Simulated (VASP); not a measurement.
Input:

```xyz
2
Lattice="0.0000 2.7716 2.7716 2.7716 0.0000 2.7716 2.7716 2.7716 0.0000" Properties=species:S:1:pos:R:3 pbc="T T T"
Si     0.0000     0.0000     0.0000
Sn     2.7716     2.7716     2.7716
```

The numbers are results of LDA (Ceperley-Alder, Perdew-Zunger), VASP's LDA PAW potentials (set 64) (plane waves; VASP), not measurements. Settings: 400 eV cut-off, Gaussian smearing of 0.050 eV, potentials Si Sn_d.

Unless said otherwise, spin-orbit coupling is left out, though it shifts the bands of the heavy elements here.

### Question
Estimate the band gap (along the path) with the smallest direct gap where there is one.

### Answer

- band gap (along the path): none (metal, semimetal or under 0.01 eV)

The absolute energy has meaning only against runs of the same code, potentials and settings.

The structure was generated: SiSn was put into the rocksalt type (Fm-3m), which need not be its known phase. It was relaxed first, which changed the volume by -9 %.
